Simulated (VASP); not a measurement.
```xyz
10
Lattice="4.5400 -2.3783 0.0001 4.5400 2.3783 0.0001 3.2940 0.0000 3.9265" Properties=species:S:1:pos:R:3 pbc="T T T"
Al    10.5412     0.0000     3.3452
Al     4.3543     0.0000     1.3818
Al     1.8327     0.0000     0.5816
Al     8.0196     0.0000     2.5450
O      4.7404    -0.9215     2.9449
O      5.1220     1.6499     1.7424
O      7.6334     0.9215     0.9818
O      6.7690     0.7284     3.7057
O      7.2518    -1.6499     2.1843
O      5.6048    -0.7284     0.2211
```

Level of theory: r2SCAN meta-GGA, VASP's PBE PAW potentials (set 64) (plane waves; VASP). Numerical set-up: 520 eV cut-off, 6×6×6 Γ-centred mesh, tetrahedra with Blöchl corrections, potentials Al O.

Q: Give the energies of bands 13 to 26 at the high-symmetry points, in eV from the valence-band maximum.

A: 
| band | Γ | T | H2 | L | S0 | F |
|---|---|---|---|---|---|---|
| 13 | -4.39 | -4.11 | -3.59 | -3.47 | -3.80 | -3.83 |
| 14 | -3.35 | -4.11 | -3.59 | -3.47 | -3.07 | -3.31 |
| 15 | -2.94 | -2.28 | -2.16 | -2.25 | -2.74 | -2.58 |
| 16 | -1.47 | -2.28 | -2.16 | -2.25 | -2.08 | -2.35 |
| 17 | -1.47 | -2.06 | -1.90 | -1.59 | -1.67 | -1.82 |
| 18 | -1.35 | -2.06 | -1.90 | -1.59 | -1.53 | -1.57 |
| 19 | -1.35 | -2.06 | -1.22 | -1.35 | -1.32 | -1.39 |
| 20 | -0.53 | -2.06 | -1.22 | -1.35 | -1.15 | -1.34 |
| 21 | -0.53 | -0.40 | -0.88 | -0.94 | -0.92 | -1.05 |
| 22 | -0.05 | -0.40 | -0.88 | -0.94 | -0.88 | -0.93 |
| 23 | -0.05 | -0.40 | -0.53 | -0.29 | -0.58 | -0.78 |
| 24 | 0.00 | -0.40 | -0.53 | -0.29 | -0.30 | -0.27 |
| 25 | 7.18 | 9.65 | 10.74 | 10.45 | 10.55 | 10.59 |
| 26 | 10.12 | 9.65 | 10.74 | 10.45 | 10.59 | 10.81 |

The gap is direct, 7.18 eV, from the valence maximum at Γ to the conduction minimum at Γ.

The compound is Al2O3 in the corundum structure. It was relaxed first.
